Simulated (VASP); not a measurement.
A 79-atom supercell of Al2O3 (corundum) holds O vacancy in charge state +2. It is relaxed twice, with the total moment held at 0 and at 2 μB. Computed with PBE GGA, VASP's PBE PAW potentials (set 64) (plane waves; VASP 6.6.1). Run with PREC = Normal, LREAL = Auto, ISYM = 0, NELECT = 376.0, EDIFF = 1E-5, 400 eV cut-off, 1×1×1 Γ-centred mesh, Gaussian smearing of 0.050 eV, potentials Al O.

The cell is charged, with a uniform compensating background. The supercell is sampled at Γ alone, which is coarse: total energies, pressure and levels can be off, energies of defects by several tenths of an eV.

Task: Which spin state lies lower, and by how much?

Result: The state with 0 μB lies lower, by 2.88 eV.

The cell is a supercell with a defect, built from Al2O3 (corundum).
